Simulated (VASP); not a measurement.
The system is GaSb.

```
Ga Sb
1.0
     0.00000    3.05900    3.05900
     3.05900    0.00000    3.05900
     3.05900    3.05900    0.00000
Ga Sb
1 1
Direct
  0.00000 0.00000 0.00000
  0.25000 0.25000 0.25000
```

```yaml
Program: VASP 6.6.1
Task: relaxation of cell and atoms
Functional: LDA
Potentials_or_basis: VASP PAW LDA potentials, release 64 (Ga_d, Sb)
Cutoff: 600 eV
k_mesh: 12 × 12 × 12
Occupations: gaussian, width 0.1 eV
Spin: no spin polarisation
```

At the start: pressure -1.6 GPa; volume 28.62 Å³/atom.

Problem. Where does the relaxation end?

Solution. Over 3 steps the energy falls by 4.4 meV/atom and the volume is 27.76 Å³/atom (-3.0 %); space group F-43m (No. 216, to 0.05 Å).

Step by step:
| step | energy change (eV) | largest force (eV/Å) | pressure (GPa) | volume (Å³) |
| --- | --- | --- | --- | --- |
| 1 | 0.0000 | 0.0000 | -1.60 | 57.25 |
| 2 | -0.0076 | 0.0000 | 0.63 | 54.92 |
| 3 | -0.0088 | 0.0000 | -0.01 | 55.52 |

Final structure:
```
CELL_PARAMETERS angstrom
0.00000 3.02798 3.02798
3.02798 0.00000 3.02798
3.02798 3.02798 0.00000
ATOMIC_POSITIONS crystal
Ga 0.00000 0.00000 0.00000
Sb 0.25000 0.25000 0.25000
```
